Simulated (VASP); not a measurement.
Computed with AM05 GGA, VASP's PBE PAW potentials (set 64) (plane waves; VASP).

Input for VASP

**INCAR**
```
# general
SYSTEM   =  SnSe2
PREC     =  Accurate
ENCUT    =  520
LREAL    =  F
LASPH    =  T
ICHARG   =  11

# electronic loop
EDIFF    =  1E-7
NELM     =  100
ALGO     =  Normal
LMAXMIX  =  4

# smearing
ISMEAR   =  0
SIGMA    =  0.05

# functional
GGA      =  AM

# output
LWAVE    =  F
LCHARG   =  F
LORBIT   =  11
```

POSCAR:
```
SnSe2
6.7841180
  0.2815355213  -0.4876338585   0.0000000000
  0.2815355213   0.4876338585   0.0000000000
  0.0000000000   0.0000000000   1.0000000511
Sn Se
1 2
direct
  1.0000000000   0.0000000000   0.0000000000
  0.3333330000   0.6666670000   0.2329480830
  0.6666670000   0.3333330000   0.7670519170
```

**KPOINTS**
```
k-points along high-symmetry lines
10
Line-mode
Reciprocal
  0.000000   0.000000   0.000000 ! GAMMA
  0.500000  -0.000000   0.000000 ! M

  0.500000  -0.000000   0.000000 ! M
  0.333333   0.333333   0.000000 ! K

  0.333333   0.333333   0.000000 ! K
  0.000000   0.000000   0.000000 ! GAMMA

  0.000000   0.000000   0.000000 ! GAMMA
  0.000000   0.000000   0.500000 ! A

  0.000000   0.000000   0.500000 ! A
  0.500000  -0.000000   0.500000 ! L

  0.500000  -0.000000   0.500000 ! L
  0.333333   0.333333   0.500000 ! H

  0.333333   0.333333   0.500000 ! H
  0.000000   0.000000   0.500000 ! A

  0.500000  -0.000000   0.500000 ! L
  0.500000  -0.000000   0.000000 ! M

  0.333333   0.333333   0.500000 ! H
  0.333333   0.333333   0.000000 ! K
```

POTCAR, in this order: Sn_d Se (PBE.64 set). Program: vasp_std. Read from the step before: CHGCAR.

What VASP printed:

**OSZICAR**
```
       N       E                     dE             d eps       ncg     rms          rms(c)
DAV:   1     0.195213592010E+03    0.19521E+03   -0.12494E+04  3061   0.169E+03
DAV:   2     0.103124007904E+02   -0.18490E+03   -0.18152E+03  3344   0.382E+02
DAV:   3    -0.103897783288E+02   -0.20702E+02   -0.20006E+02  4007   0.120E+02
DAV:   4    -0.110944320365E+02   -0.70465E+00   -0.70392E+00  3655   0.227E+01
DAV:   5    -0.111119904491E+02   -0.17558E-01   -0.17553E-01  4632   0.372E+00
DAV:   6    -0.111122602744E+02   -0.26983E-03   -0.26982E-03  3892   0.365E-01
DAV:   7    -0.111122665763E+02   -0.63019E-05   -0.63019E-05  4699   0.558E-02
DAV:   8    -0.111122666415E+02   -0.65173E-07   -0.65200E-07  3969   0.559E-03
   1 F= -.11112267E+02 E0= -.11112267E+02  d E =-.106769E-13
```

### OUTCAR
```
 val. band max:        3.0295013958   @ k =   0.1667   0.0000   0.0000

 cond. band min:       3.7255607352   @ k =   0.5000   0.0000   0.5000



 k-point     1 :       0.0000    0.0000    0.0000
  band No.  band energies     occupation
      1     -18.0542      2.00000
      2     -18.0542      2.00000
      3     -18.0200      2.00000
      4     -18.0070      2.00000
      5     -18.0070      2.00000
      6     -10.6047      2.00000
      7      -9.1337      2.00000
      8      -2.8284      2.00000
      9       2.5232      2.00000
     10       2.5353      2.00000
     11       2.5353      2.00000
     12       2.8957      2.00000
     13       2.8957      2.00000
     14       4.2164      0.00000
     15       6.1148      0.00000
     16       7.6619      0.00000
     17       7.6619      0.00000

 k-point     2 :       0.0556    0.0000    0.0000
  band No.  band energies     occupation
      1     -18.0554      2.00000
      2     -18.0530      2.00000
      3     -18.0191      2.00000
      4     -18.0079      2.00000
      5     -18.0070      2.00000
      6     -10.5745      2.00000
      7      -9.1127      2.00000
      8      -2.8268      2.00000
      9       2.1425      2.00000
     10       2.3982      2.00000
     11       2.5015      2.00000
     12       2.7587      2.00000
     13       2.9580      2.00000
     14       4.5039      0.00000
     15       6.3414      0.00000
     16       7.5346      0.00000
     17       7.7330      0.00000

 k-point     3 :       0.1111    0.0000    0.0000
  band No.  band energies     occupation
      1     -18.0591      2.00000
      2     -18.0495      2.00000
      3     -18.0167      2.00000
      4     -18.0102      2.00000
      5     -18.0067      2.00000
      6     -10.4847      2.00000
      7      -9.0519      2.00000
      8      -2.8294      2.00000
      9       1.4246      2.00000
     10       2.1256      2.00000
     11       2.2081      2.00000
     12       2.6068      2.00000
...
```

The density is held fixed in this step, so its total energy and stress have no physical meaning. Without a dispersion term in the relaxation, distances and binding between the weakly bound layers, chains or molecules are unreliable, and so is what depends on them. Unless said otherwise, spin-orbit coupling is left out, though it shifts the bands of the heavy elements here.

The compound is SnSe2 in the 1T layered structure. It was relaxed first, which changed the volume by +11 %.
